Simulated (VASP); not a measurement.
Calculation: r2SCAN meta-GGA, VASP's PBE PAW potentials (set 64) (plane waves; VASP).

Input for VASP

KPOINTS:
```
Automatic mesh
0
Gamma
  6 4 1
```

**POSCAR**
```
CaO(110) slab
1
    3.4011840000    -0.0000000000    -0.0000000000
   -0.0000000000     4.8100000000     0.0000000000
    0.0000000000     0.0000000000    25.2035510000
Ca O
6 6
Direct
  0.0000000000   0.0000000000   0.3346426098
  0.5000000000   0.5000000000   0.3950591003
  0.0000000000   0.0000000000   0.4674368953
  0.5000000000   0.5000000000   0.5325631047
  0.0000000000   0.0000000000   0.6049408997
  0.5000000000   0.5000000000   0.6653573902
  0.5000000000   0.0000000000   0.3945394364
  0.0000000000   0.5000000000   0.3355387828
  0.5000000000   0.0000000000   0.5322487434
  0.0000000000   0.5000000000   0.4677512566
  0.5000000000   0.0000000000   0.6644612172
  0.0000000000   0.5000000000   0.6054605636
```

### INCAR
```
SYSTEM=CaO(110) slab
IBRION=2   # conjugate gradients
ALGO=Normal
DIPOL=0.5 0.5 0.5
ISMEAR=0   # Gaussian
SIGMA=0.05   # width (eV)
ENCUT=450
ISIF=2   # forces and stress, cell fixed
EDIFFG=-0.03   # ionic stop
NSW=120   # most ionic steps
LWAVE=.True.
NELM=100   # most electronic steps
LASPH=.True.   # aspherical one-centre terms
IDIPOL=3
LDIPOL=.True.
LMIXTAU=.True.
PREC=Normal
EDIFF=1E-5
LCHARG=.False.
NELMIN=4
LREAL=.False.   # projection in real space or not
METAGGA=R2SCAN
```

POTCAR, in this order: Ca_sv O (PBE.64 set). Program: vasp_std.

Output of the run:

**OUTCAR**
```
 ion  position               nearest neighbor table
   1  0.000  0.000  0.335-   7 2.27   7 2.27   8 2.41   8 2.41
   2  0.500  0.500  0.395-   8 2.27   8 2.27   7 2.41   7 2.41  10 2.50  10 2.50
   3  0.000  0.000  0.467-   9 2.36   9 2.36  10 2.41  10 2.41   7 2.50   7 2.50
   4  0.500  0.500  0.533-  10 2.36  10 2.36   9 2.41   9 2.41  12 2.50  12 2.50
   5  0.000  0.000  0.605-  11 2.27  11 2.27  12 2.41  12 2.41   9 2.50   9 2.50
   6  0.500  0.500  0.665-  12 2.27  12 2.27  11 2.41  11 2.41
   7  0.500  0.000  0.395-   1 2.27   1 2.27   2 2.41   2 2.41   3 2.50   3 2.50
   8  0.000  0.500  0.336-   2 2.27   2 2.27   1 2.41   1 2.41
   9  0.500  0.000  0.532-   3 2.36   3 2.36   4 2.41   4 2.41   5 2.50   5 2.50
  10  0.000  0.500  0.468-   4 2.36   4 2.36   3 2.41   3 2.41   2 2.50   2 2.50
  11  0.500  0.000  0.664-   5 2.27   5 2.27   6 2.41   6 2.41
  12  0.000  0.500  0.605-   6 2.27   6 2.27   5 2.41   5 2.41   4 2.50   4 2.50
  LATTYP: Found a simple orthorhombic cell.
 ALAT       =     3.4011840000
 B/A-ratio  =     1.4142134033
 C/A-ratio  =     7.4102286145
 Subroutine PRICEL returns:
 Original cell was already a primitive cell.
 Subroutine GETGRP returns: Found  8 space group operations
The static configuration has the point symmetry C_2v.
 The point group associated with its full space group is D_2h.
The dynamic configuration has the point symmetry C_2v.
 Subroutine INISYM returns: Found  8 space group operations
 Subroutine IBZKPT returns following result:
 Found     12 irreducible k-points:

 Following reciprocal coordinates:
            Coordinates               Weight
  0.000000  0.000000  0.000000      1.000000
  0.166667  0.000000  0.000000      2.000000
  0.333333  0.000000  0.000000      2.000000
  0.500000  0.000000  0.000000      1.000000
  0.000000  0.250000  0.000000      2.000000
  0.166667  0.250000  0.000000      4.000000
  0.333333  0.250000  0.000000      4.000000
  0.500000  0.250000  0.000000      2.000000
  0.000000  0.500000  0.000000      1.000000
  0.166667  0.500000  0.000000      2.000000
  0.333333  0.500000  0.000000      2.000000
...
```

File OSZICAR:
```
...
       N       E                     dE             d eps       ncg     rms          rms(c)
DAV:   1    -0.113301420106E+03   -0.59989E-03   -0.24166E-01  1368   0.242E+00    0.114E-01
DAV:   2    -0.113300315298E+03    0.11048E-02   -0.78360E-03  1382   0.438E-01    0.477E-02
DAV:   3    -0.113301810340E+03   -0.14950E-02   -0.95064E-04  1466   0.142E-01    0.261E-02
DAV:   4    -0.113301290051E+03    0.52029E-03   -0.23547E-04  1338   0.783E-02    0.109E-02
DAV:   5    -0.113301766514E+03   -0.47646E-03   -0.12507E-04  1235   0.532E-02    0.412E-03
DAV:   6    -0.113301401356E+03    0.36516E-03   -0.30684E-05  1146   0.331E-02    0.298E-03
DAV:   7    -0.113301903924E+03   -0.50257E-03   -0.27255E-05  1040   0.330E-02    0.166E-03
DAV:   8    -0.113301692218E+03    0.21171E-03   -0.10328E-05   936   0.183E-02    0.124E-03
DAV:   9    -0.113301956016E+03   -0.26380E-03   -0.91155E-06   959   0.186E-02    0.645E-04
DAV:  10    -0.113301827174E+03    0.12884E-03   -0.38568E-06   830   0.122E-02    0.440E-04
DAV:  11    -0.113301868396E+03   -0.41221E-04   -0.14602E-06   816   0.663E-03    0.238E-04
DAV:  12    -0.113301864733E+03    0.36631E-05   -0.15339E-06   811   0.733E-03
   4 F= -.11330186E+03 E0= -.11330186E+03  d E =-.104652E-02
       N       E                     dE             d eps       ncg     rms          rms(c)
DAV:   1    -0.113299545572E+03    0.23228E-02   -0.21746E+00  1368   0.727E+00    0.343E-01
DAV:   2    -0.113294843094E+03    0.47025E-02   -0.67318E-02  1392   0.129E+00    0.142E-01
DAV:   3    -0.113301839715E+03   -0.69966E-02   -0.66518E-03  1484   0.384E-01    0.768E-02
DAV:   4    -0.113300598322E+03    0.12414E-02   -0.20613E-03  1446   0.218E-01    0.340E-02
DAV:   5    -0.113302790264E+03   -0.21919E-02   -0.81124E-04  1467   0.131E-01    0.117E-02
DAV:   6    -0.113302846612E+03   -0.56348E-04   -0.10782E-04  1389   0.453E-02    0.832E-03
DAV:   7    -0.113303149290E+03   -0.30268E-03   -0.43354E-05  1075   0.333E-02    0.422E-03
DAV:   8    -0.113302929401E+03    0.21989E-03   -0.39854E-05  1056   0.318E-02    0.269E-03
DAV:   9    -0.113303242171E+03   -0.31277E-03   -0.21969E-05   971   0.277E-02    0.146E-03
DAV:  10    -0.113302939918E+03    0.30225E-03   -0.21927E-05   955   0.287E-02    0.133E-03
DAV:  11    -0.113303158378E+03   -0.21846E-03   -0.11246E-05   921   0.201E-02    0.604E-04
DAV:  12    -0.113303166953E+03   -0.85751E-05   -0.26665E-06   854   0.107E-02
   5 F= -.11330317E+03 E0= -.11330317E+03  d E =-.234874E-02
       N       E                     dE             d eps       ncg     rms          rms(c)
DAV:   1    -0.113303485594E+03   -0.32722E-03   -0.70616E-02  1368   0.130E+00    0.590E-02
DAV:   2    -0.113302759219E+03    0.72637E-03   -0.25656E-03  1390   0.247E-01    0.253E-02
DAV:   3    -0.113303718078E+03   -0.95886E-03   -0.44926E-04  1418   0.938E-02    0.155E-02
DAV:   4    -0.113303290163E+03    0.42791E-03   -0.10976E-04  1243   0.599E-02    0.648E-03
DAV:   5    -0.113303771162E+03   -0.48100E-03   -0.76926E-05  1149   0.501E-02    0.292E-03
DAV:   6    -0.113303559925E+03    0.21124E-03   -0.18341E-05   978   0.276E-02    0.190E-03
DAV:   7    -0.113303564605E+03   -0.46805E-05   -0.31813E-06   855   0.941E-03
   6 F= -.11330356E+03 E0= -.11330356E+03  d E =-.397652E-03
       N       E                     dE             d eps       ncg     rms          rms(c)
DAV:   1    -0.113302859440E+03    0.70048E-03   -0.63563E-01  1368   0.391E+00    0.177E-01
DAV:   2    -0.113300201001E+03    0.26584E-02   -0.21369E-02  1370   0.720E-01    0.755E-02
DAV:   3    -0.113303967538E+03   -0.37665E-02   -0.30762E-03  1481   0.239E-01    0.458E-02
DAV:   4    -0.113303414473E+03    0.55307E-03   -0.74914E-04  1373   0.126E-01    0.188E-02
DAV:   5    -0.113304504867E+03   -0.10904E-02   -0.39269E-04  1383   0.958E-02    0.765E-03
DAV:   6    -0.113304152625E+03    0.35224E-03   -0.62867E-05  1180   0.492E-02    0.483E-03
DAV:   7    -0.113304232457E+03   -0.79832E-04   -0.77340E-06   891   0.154E-02    0.262E-03
DAV:   8    -0.113304090057E+03    0.14240E-03   -0.18224E-05   896   0.231E-02    0.204E-03
DAV:   9    -0.113304291306E+03   -0.20125E-03   -0.12720E-05   894   0.213E-02    0.121E-03
DAV:  10    -0.113304033226E+03    0.25808E-03   -0.16561E-05   900   0.249E-02    0.101E-03
DAV:  11    -0.113304382385E+03   -0.34916E-03   -0.18423E-05   980   0.274E-02    0.121E-03
DAV:  12    -0.113304467156E+03   -0.84771E-04   -0.44110E-06   881   0.120E-02    0.104E-03
DAV:  13    -0.113304346932E+03    0.12022E-03   -0.51671E-06   893   0.121E-02    0.482E-04
DAV:  14    -0.113304201205E+03    0.14573E-03   -0.42390E-06   852   0.138E-02    0.641E-04
DAV:  15    -0.113304240578E+03   -0.39373E-04   -0.15660E-06   793   0.721E-03    0.554E-04
DAV:  16    -0.113304344374E+03   -0.10380E-03   -0.26481E-06   797   0.106E-02    0.346E-04
DAV:  17    -0.113304149616E+03    0.19476E-03   -0.73480E-06   890   0.167E-02    0.463E-04
DAV:  18    -0.113304214231E+03   -0.64615E-04   -0.10981E-06   808   0.644E-03    0.291E-04
DAV:  19    -0.113304198888E+03    0.15343E-04   -0.38477E-07   844   0.317E-03    0.248E-04
DAV:  20    -0.113304243235E+03   -0.44347E-04   -0.70588E-07   792   0.526E-03    0.167E-04
DAV:  21    -0.113304328944E+03   -0.85709E-04   -0.21269E-06   809   0.930E-03    0.245E-04
DAV:  22    -0.113304305372E+03    0.23571E-04   -0.75898E-07   812   0.469E-03    0.123E-04
DAV:  23    -0.113304303096E+03    0.22767E-05   -0.31742E-07   792   0.348E-03
   7 F= -.11330430E+03 E0= -.11330430E+03  d E =-.113614E-02
       N       E                     dE             d eps       ncg     rms          rms(c)
DAV:   1    -0.113304132332E+03    0.17304E-03   -0.13780E-01  1368   0.182E+00    0.823E-02
DAV:   2    -0.113302956450E+03    0.11759E-02   -0.48310E-03  1393   0.340E-01    0.353E-02
DAV:   3    -0.113304637246E+03   -0.16808E-02   -0.82539E-04  1452   0.130E-01    0.216E-02
DAV:   4    -0.113303944075E+03    0.69317E-03   -0.21290E-04  1294   0.845E-02    0.897E-03
DAV:   5    -0.113304660767E+03   -0.71669E-03   -0.12862E-04  1244   0.632E-02    0.410E-03
DAV:   6    -0.113304351776E+03    0.30899E-03   -0.29061E-05  1048   0.359E-02    0.265E-03
DAV:   7    -0.113304369195E+03   -0.17419E-04   -0.43970E-06   855   0.121E-02    0.150E-03
DAV:   8    -0.113304363311E+03    0.58840E-05   -0.10847E-05   909   0.161E-02
   8 F= -.11330436E+03 E0= -.11330436E+03  d E =-.119636E-02
       N       E                     dE             d eps       ncg     rms          rms(c)
DAV:   1    -0.113304665202E+03   -0.29601E-03   -0.13176E-01  1368   0.151E+00    0.552E-02
DAV:   2    -0.113303862074E+03    0.80313E-03   -0.29531E-03  1381   0.252E-01    0.263E-02
DAV:   3    -0.113304298948E+03   -0.43687E-03   -0.20992E-04  1392   0.920E-02    0.164E-02
DAV:   4    -0.113303986189E+03    0.31276E-03   -0.12605E-04  1355   0.745E-02    0.631E-03
DAV:   5    -0.113304673525E+03   -0.68734E-03   -0.14285E-04  1310   0.778E-02    0.390E-03
DAV:   6    -0.113304519525E+03    0.15400E-03   -0.29124E-05  1024   0.332E-02    0.319E-03
DAV:   7    -0.113304601060E+03   -0.81535E-04   -0.83583E-06   898   0.176E-02    0.167E-03
DAV:   8    -0.113304699469E+03   -0.98408E-04   -0.11167E-05   909   0.187E-02    0.133E-03
DAV:   9    -0.113304591773E+03    0.10770E-03   -0.55740E-06   876   0.142E-02    0.109E-03
DAV:  10    -0.113304723050E+03   -0.13128E-03   -0.54991E-06   878   0.139E-02    0.759E-04
DAV:  11    -0.113304669206E+03    0.53844E-04   -0.16135E-06   803   0.700E-03    0.792E-04
DAV:  12    -0.113304775529E+03   -0.10632E-03   -0.36415E-06   827   0.121E-02    0.408E-04
DAV:  13    -0.113304656658E+03    0.11887E-03   -0.32299E-06   801   0.119E-02    0.499E-04
DAV:  14    -0.113304817374E+03   -0.16072E-03   -0.51464E-06   883   0.142E-02    0.606E-04
DAV:  15    -0.113304862553E+03   -0.45178E-04   -0.18792E-06   801   0.796E-03    0.423E-04
DAV:  16    -0.113304858671E+03    0.38816E-05   -0.55036E-07   792   0.381E-03
   9 F= -.11330486E+03 E0= -.11330486E+03  d E =-.495360E-03
```

### OUTCAR
```
------------------------ aborting loop because EDIFF is reached ----------------------------------------
  FORCE on cell =-STRESS in cart. coord.  units (eV):
  Direction    XX          YY          ZZ          XY          YZ          ZX
  --------------------------------------------------------------------------------------
  Total        4.7117093     -9.1169602     -0.9633347      0.0000000      0.0000000      0.0000000
  in kB       18.3084732    -35.4261293     -3.7432675      0.0000000      0.0000000      0.0000000
  external PRESSURE =      -6.9536412 kB  Pullay stress =       0.0000000 kB
  volume of cell :      412.32
      direct lattice vectors                 reciprocal lattice vectors
     3.401184000  0.000000000  0.000000000     0.294015261  0.000000000  0.000000000
     0.000000000  4.810000000  0.000000000     0.000000000  0.207900208  0.000000000
     0.000000000  0.000000000 25.203551000     0.000000000  0.000000000  0.039676949
 POSITION                                       TOTAL-FORCE (eV/Angst)
 -----------------------------------------------------------------------------------
      0.00000      0.00000      8.45128         0.000000      0.000000      0.008588
      1.70059      2.40500      9.98500         0.000000      0.000000      0.016764
      0.00000      0.00000     11.77801         0.000000      0.000000     -0.004167
      1.70059      2.40500     13.42554         0.000000      0.000000      0.004167
      0.00000      0.00000     15.21855         0.000000      0.000000     -0.016764
      1.70059      2.40500     16.75227         0.000000      0.000000     -0.008588
      1.70059      0.00000      9.95715         0.000000      0.000000      0.022318
      0.00000      2.40500      8.49232         0.000000      0.000000     -0.014137
      1.70059      0.00000     13.39831         0.000000      0.000000      0.004273
      0.00000      2.40500     11.80525         0.000000      0.000000     -0.004273
      1.70059      0.00000     16.71123         0.000000      0.000000      0.014137
      0.00000      2.40500     15.24640         0.000000      0.000000     -0.022318
 -----------------------------------------------------------------------------------
    total drift:                                0.000000      0.000000      0.000000
  FREE ENERGIE OF THE ION-ELECTRON SYSTEM (eV)
  ---------------------------------------------------
  free  energy   TOTEN  =      -113.3048586712 eV

  energy  without entropy=     -113.3048586712  energy(sigma->0) =     -113.30485867

 reached required accuracy - stopping structural energy minimisation
```
(Selected blocks of OUTCAR.)

CONTCAR:
```
CaO(110) slab
   1.00000000000000
     3.4011840000000002    0.0000000000000000    0.0000000000000000
     0.0000000000000000    4.8099999999999996    0.0000000000000000
     0.0000000000000000    0.0000000000000000   25.2035510000000009
  Ca              O
     6     6
Direct
     0.0000000000000000    0.0000000000000000    0.3353208557473574
     0.5000000000000000    0.5000000000000000    0.3961742283531787
     0.0000000000000000    0.0000000000000000    0.4673154498810189
     0.5000000000000000    0.5000000000000000    0.5326845501189813
     0.0000000000000000    0.0000000000000000    0.6038257716468212
     0.5000000000000000    0.5000000000000000    0.6646791442526427
     0.5000000000000000    0.0000000000000000    0.3950692121745144
     0.0000000000000000    0.5000000000000000    0.3369494278767119
     0.5000000000000000    0.0000000000000000    0.5316038811186208
     0.0000000000000000    0.5000000000000000    0.4683961188813792
     0.5000000000000000    0.0000000000000000    0.6630505721232880
     0.0000000000000000    0.5000000000000000    0.6049307878254857
```

**OUTCAR**
```
 val. band max:       -1.1833052178   @ k =   0.0000   0.0000   0.0000

 cond. band min:       1.4646922808   @ k =   0.0000   0.0000   0.0000


 Fermi energy:        -0.9312707201

 k-point     1 :       0.0000    0.0000    0.0000
  band No.  band energies     occupation
      1     -41.8493      2.00000
      2     -41.8492      2.00000
      3     -40.9171      2.00000
      4     -40.8449      2.00000
      5     -40.1996      2.00000
      6     -40.1984      2.00000
      7     -22.3988      2.00000
      8     -22.3946      2.00000
      9     -21.9813      2.00000
     10     -21.9813      2.00000
     11     -21.8690      2.00000
     12     -21.8684      2.00000
     13     -21.4061      2.00000
     14     -21.3596      2.00000
     15     -21.2900      2.00000
     16     -21.0099      2.00000
     17     -20.9773      2.00000
     18     -20.8838      2.00000
     19     -20.7099      2.00000
     20     -20.6388      2.00000
     21     -20.5013      2.00000
     22     -20.4941      2.00000
     23     -20.2440      2.00000
     24     -20.2405      2.00000
     25     -18.2201      2.00000
     26     -18.1269      2.00000
     27     -17.5862      2.00000
     28     -17.5748      2.00000
     29     -16.6978      2.00000
     30     -16.6945      2.00000
     31      -3.8785      2.00000
     32      -3.7014      2.00000
     33      -3.1014      2.00000
     34      -3.0761      2.00000
     35      -3.0439      2.00000
     36      -3.0368      2.00000
     37      -3.0095      2.00000
     38      -2.7280      2.00000
     39      -2.6786      2.00000
     40      -2.4241      2.00000
     41      -2.2221      2.00000
     42      -2.0210      2.00000
     43      -1.8106      2.00000
     44      -1.7611      2.00000
     45      -1.5886      2.00000
     46      -1.5606      2.00000
     47      -1.2225      2.00000
     48      -1.1833      2.00000
     49       1.4647      0.00000
     50       1.5291      0.00000
     51       2.7616      0.00000
...
```

At this cut-off the stress carries a Pulay error, which pulls relaxed volumes low.

The cell is a thin slab with vacuum, built from CaO (rock salt): (110) face.
